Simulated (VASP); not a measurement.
Data:

```
CELL_PARAMETERS angstrom
      4.20137     0.00000     0.00000
      0.00000     4.20137     0.00000
      0.00000     0.00000     4.20137
ATOMIC_POSITIONS crystal
  Ba 0.00000 0.00000 0.00000
  Hf 0.50000 0.50000 0.50000
  O  0.50000 0.00000 0.50000
  O  0.00000 0.50000 0.50000
  O  0.50000 0.50000 0.00000
```

The numbers are results of PW91 GGA, VASP's PBE PAW potentials (set 64) (plane waves; VASP), not measurements. Run with 520 eV cut-off, 5×5×5 Γ-centred mesh, Gaussian smearing of 0.050 eV, potentials Ba_sv Hf_pv O.

Give the energy at these volumes per atom, relative to the lowest: 13.93, 14.38, 14.82, 15.27, 15.71 Å³.

30.6, 7.4, 0.0, 6.0, 23.4 meV/atom. A third-order Birch-Murnaghan fit gives B0 = 160 GPa and B0′ = 4.5.

Measured: a 4.171 Å (computed value off by +0.7 %), as given by Zhao et al., (2008), arXiv:0809.3506. The calculation is for a static lattice, while the measured a holds thermal and zero-point effects, which are part of the difference.

The compound is BaHfO3 in the cubic perovskite structure. It was relaxed first.
